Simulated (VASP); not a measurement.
Data:

```
CELL_PARAMETERS angstrom
      0.00000     2.77999     2.77999
      2.77999     0.00000     2.77999
      2.77999     2.77999     0.00000
ATOMIC_POSITIONS crystal
  Cd 0.00000 0.00000 0.00000
  F  0.25000 0.25000 0.25000
  F  0.75000 0.75000 0.75000
```

Calculation: revPBE GGA, VASP's PBE PAW potentials (set 64) (plane waves; VASP 6.6.1). Numerical set-up: 520 eV cut-off, 8×8×8 Γ-centred mesh, tetrahedra with Blöchl corrections, potentials Cd F.

### Question
What does the run give for the energy per atom (σ→0), band gap (on the k-mesh) with the smallest direct gap where there is one?

### Answer

```json
{
  "band gap (on the k-mesh)": "2.89 eV",
  "smallest direct gap (on the k-mesh)": "3.49 eV",
  "energy per atom (σ→0)": "-3358 meV/atom"
}
```

The absolute energy has meaning only against runs of the same code, potentials and settings.

The compound is CdF2 in the fluorite structure. It was relaxed first, which changed the volume by +10 %.
